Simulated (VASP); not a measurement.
An input for Ansatz (written as the equivalent of a VASP run, and not itself run):

Ansatz 0.2 input:
```yaml
crystal:
  lattice:
    - [0.0000000, 1.9649223, 1.9649223]
    - [1.9649223, 0.0000000, 1.9649223]
    - [1.9649223, 1.9649223, 0.0000000]
  atoms:
    - { symbol: Pt, position: [0.0000000, 0.0000000, 0.0000000] }
kpoints:
  mp_grid: { grid: [18, 18, 18] }
hamiltonian:
  xc: pbe
  dispersion: d4
  pseudopotentials: { kind: paw }
scf:
  occupations: { method: tetrahedron }
  max_iter: 100
output: { forces: true, stress: true, eigenvalues: true }
```

Question: Write the VASP files for the same calculation (PBE-D4).

Answer: One answer among several that fit: 
KPOINTS:
```
Automatic mesh
0
G
  18 18 18
```

### INCAR
```
SYSTEM = Pt
PREC = Accurate; ENCUT = 520; LREAL = F
LASPH = T
EDIFF = 1E-7; NELM = 100; ALGO = Normal
LMAXMIX = 6
ISMEAR = -5
GGA = PE; IVDW = 13
ISIF = 2
LWAVE = F; LCHARG = T; LORBIT = 11
NEDOS = 601
```

File POSCAR:
```
Pt
1
   -0.0000000000     1.9649223386     1.9649223386
    1.9649223386    -0.0000000000     1.9649223386
    1.9649223386     1.9649223386    -0.0000000000
Pt
1
Direct
  0.0000000000   0.0000000000   0.0000000000
```

POTCAR, in this order: Pt (PBE.64 set). Program: vasp_std.

What does not carry over: each code has its own PAW files, so the cut-off isn't converted (ENCUT is set for VASP's; basis.ecutwfc is left out, and Ansatz then takes the one that its files recommend); Ansatz stops its SCF on the density residual and VASP on the energy change (EDIFF).

The compound is Pt in the fcc structure. It was relaxed first.
